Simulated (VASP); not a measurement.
Output of a VASP run:

OUTCAR:
```
 ion  position               nearest neighbor table
   1  0.500  0.500  0.500-   2 2.46   2 2.46   2 2.46   2 2.46   2 2.46   2 2.46   2 2.46   2 2.46
  LATTYP: Found a simple cubic cell.
 ALAT       =     2.8398307079
 Subroutine PRICEL returns:
 Original cell was already a primitive cell.
 Subroutine GETGRP returns: Found 48 space group operations
The static configuration has the point symmetry O_h .
The dynamic configuration has the point symmetry O_h .
 Subroutine INISYM returns: Found 48 space group operations
 Subroutine IBZKPT returns following result:
 Found    120 irreducible k-points:

 Following reciprocal coordinates:
            Coordinates               Weight
  0.000000  0.000000  0.000000      1.000000
  0.071429  0.000000  0.000000      6.000000
  0.142857  0.000000  0.000000      6.000000
  0.214286  0.000000  0.000000      6.000000
  0.285714  0.000000  0.000000      6.000000
  0.357143  0.000000  0.000000      6.000000
  0.428571  0.000000  0.000000      6.000000
  0.500000  0.000000  0.000000      3.000000
  0.071429  0.071429  0.000000     12.000000
  0.142857  0.071429  0.000000     24.000000
  0.214286  0.071429  0.000000     24.000000
  0.285714  0.071429  0.000000     24.000000
  0.357143  0.071429  0.000000     24.000000
  0.428571  0.071429  0.000000     24.000000
  0.500000  0.071429  0.000000     12.000000
  0.142857  0.142857  0.000000     12.000000
  0.214286  0.142857  0.000000     24.000000
  0.285714  0.142857  0.000000     24.000000
  0.357143  0.142857  0.000000     24.000000
  0.428571  0.142857  0.000000     24.000000
  0.500000  0.142857  0.000000     12.000000
  0.214286  0.214286  0.000000     12.000000
  0.285714  0.214286  0.000000     24.000000
  0.357143  0.214286  0.000000     24.000000
  0.428571  0.214286  0.000000     24.000000
  0.500000  0.214286  0.000000     12.000000
  0.285714  0.285714  0.000000     12.000000
  0.357143  0.285714  0.000000     24.000000
  0.428571  0.285714  0.000000     24.000000
  0.500000  0.285714  0.000000     12.000000
  0.357143  0.357143  0.000000     12.000000
  0.428571  0.357143  0.000000     24.000000
  0.500000  0.357143  0.000000     12.000000
  0.428571  0.428571  0.000000     12.000000
  0.500000  0.428571  0.000000     12.000000
  0.500000  0.500000  0.000000      3.000000
  0.071429  0.071429  0.071429      8.000000
  0.142857  0.071429  0.071429     24.000000
  0.214286  0.071429  0.071429     24.000000
  0.285714  0.071429  0.071429     24.000000
   k-points           NKPTS =    120   k-points in BZ     NKDIM =    120   number of bands    NBANDS=      9
   number of dos      NEDOS =    601   number of ions     NIONS =      2
   total plane-waves  NPLWV =   8000
   dimension x,y,z NGX =    20 NGY =   20 NGZ =   20
   dimension x,y,z NGXF=    40 NGYF=   40 NGZF=   40
   ions per type =               1   1
   PREC   = accura    normal or accurate (medium, high low for compatibility)
   ISTART =      0    job   : 0-new  1-cont  2-samecut
   ICHARG =      2    charge: 1-file 2-atom 10-const
   ISPIN  =      1    spin polarized calculation?
   LNONCOLLINEAR =      F non collinear calculations
   LSORBIT =      F    spin-orbit coupling
   INIWAV =      1    electr: 0-lowe 1-rand  2-diag
   ENCUT  =  400.0 eV  29.40 Ry    5.42 a.u.   4.63  4.63  4.63*2*pi/ulx,y,z
   NELM   =    100;   NELMIN=  2; NELMDL= -5     # of ELM steps
   EDIFF  = 0.1E-06   stopping-criterion for ELM
   LREAL  =      F    real-space projection
   NLSPLINE    = F    spline interpolate recip. space projectors
   LMAXMIX     =    4 max onsite mixed and CHGCAR
   VOSKOWN=      0    Vosko Wilk Nusair interpolation
   EDIFFG = 0.1E-05   stopping-criterion for IOM
   NSW    =      0    number of steps for IOM
   NBLOCK =      1;   KBLOCK =      1    inner block; outer block
   IBRION =     -1    ionic relax: 0-MD 1-quasi-New 2-CG
   NFREE  =      0    steps in history (QN), initial steepest desc. (CG)
...
```

OSZICAR:
```
       N       E                     dE             d eps       ncg     rms          rms(c)
DAV:   1     0.278202979865E+02    0.27820E+02   -0.42948E+03  2168   0.101E+03
DAV:   2    -0.148324258851E+02   -0.42653E+02   -0.41222E+02  2162   0.173E+02
DAV:   3    -0.158567885430E+02   -0.10244E+01   -0.10106E+01  2580   0.361E+01
DAV:   4    -0.158758327884E+02   -0.19044E-01   -0.19031E-01  2761   0.458E+00
DAV:   5    -0.158761717433E+02   -0.33895E-03   -0.33854E-03  2657   0.521E-01    0.149E+01
DAV:   6    -0.177938406001E+02   -0.19177E+01   -0.78710E+01  2466   0.140E+02    0.181E+01
DAV:   7    -0.137604799233E+02    0.40334E+01   -0.38245E+01  2430   0.864E+01    0.265E+00
DAV:   8    -0.137219034017E+02    0.38577E-01   -0.24910E-01  2394   0.614E+00    0.153E+00
DAV:   9    -0.137048812910E+02    0.17022E-01   -0.51391E-02  2638   0.336E+00    0.392E-01
DAV:  10    -0.137043700541E+02    0.51124E-03   -0.10471E-03  2757   0.449E-01    0.192E-01
DAV:  11    -0.137043330129E+02    0.37041E-04   -0.35769E-05  2318   0.565E-02    0.882E-03
DAV:  12    -0.137043327096E+02    0.30324E-06   -0.40354E-06  3003   0.268E-02    0.501E-03
DAV:  13    -0.137043327782E+02   -0.68509E-07   -0.20332E-07  1253   0.522E-03
   1 F= -.13704333E+02 E0= -.13704333E+02  d E =0.000000E+00
```

OUTCAR:
```
------------------------ aborting loop because EDIFF is reached ----------------------------------------
  FORCE on cell =-STRESS in cart. coord.  units (eV):
  Direction    XX          YY          ZZ          XY          YZ          ZX
  --------------------------------------------------------------------------------------
  Total       -0.0112561     -0.0112561     -0.0112561     -0.0000000     -0.0000000      0.0000000
  in kB       -0.7874464     -0.7874464     -0.7874464     -0.0000000     -0.0000000      0.0000000
  external PRESSURE =      -0.7874464 kB  Pullay stress =       0.0000000 kB
  volume of cell :       22.90
      direct lattice vectors                 reciprocal lattice vectors
     2.839830708  0.000000000  0.000000000     0.352133667  0.000000000  0.000000000
     0.000000000  2.839830708  0.000000000     0.000000000  0.352133667  0.000000000
     0.000000000  0.000000000  2.839830708     0.000000000  0.000000000  0.352133667
 POSITION                                       TOTAL-FORCE (eV/Angst)
 -----------------------------------------------------------------------------------
      1.41992      1.41992      1.41992         0.000000      0.000000      0.000000
      0.00000      0.00000      0.00000         0.000000      0.000000      0.000000
 -----------------------------------------------------------------------------------
    total drift:                               -0.000000      0.000000     -0.000000
  FREE ENERGIE OF THE ION-ELECTRON SYSTEM (eV)
  ---------------------------------------------------
  free  energy   TOTEN  =       -13.7043327782 eV

  energy  without entropy=      -13.7043327782  energy(sigma->0) =      -13.70433278

 total charge

# of ion       s       p       d       tot
------------------------------------------
    1        0.404   0.453   0.000   0.857
    2        0.448   0.528   6.532   7.508
--------------------------------------------------
tot          0.852   0.981   6.532   8.365
```
(Selected blocks of OUTCAR.)

**POSCAR**
```
FeAl
1
    2.8398307079     0.0000000000     0.0000000000
    0.0000000000     2.8398307079     0.0000000000
    0.0000000000     0.0000000000     2.8398307079
Al Fe
1 1
Direct
  0.5000000000   0.5000000000   0.5000000000
  0.0000000000   0.0000000000   0.0000000000
```

Task: Reconstruct the remaining input files.

Result: This is not unique; one that fits is the input of the run itself, PBEsol GGA, plane waves, VASP's PBE PAW potentials (set 64).

### KPOINTS
```
Automatic mesh
0
Gamma
14 14 14
0 0 0
```

INCAR:
```
SYSTEM=FeAl
PREC=Accurate; ENCUT=400; LREAL=.FALSE.
LASPH=.TRUE.
EDIFF=1E-7; NELM=100; ALGO=Normal
LMAXMIX=4
ISMEAR=-5
GGA=PS
ISIF=2
LWAVE=.FALSE.; LCHARG=.TRUE.; LORBIT=11
NEDOS=601
```

POTCAR, in this order: Al Fe (PBE.64 set). Program: vasp_std.

For a metal the tetrahedron method with Blöchl corrections gives inexact stress and forces.

The compound is FeAl in the CsCl type structure. It was relaxed first, which changed the volume by -7 %. The run is not spin-polarised, so no magnetic state was tried. The electron count is odd and the run is not spin-polarised, which forces a metal.
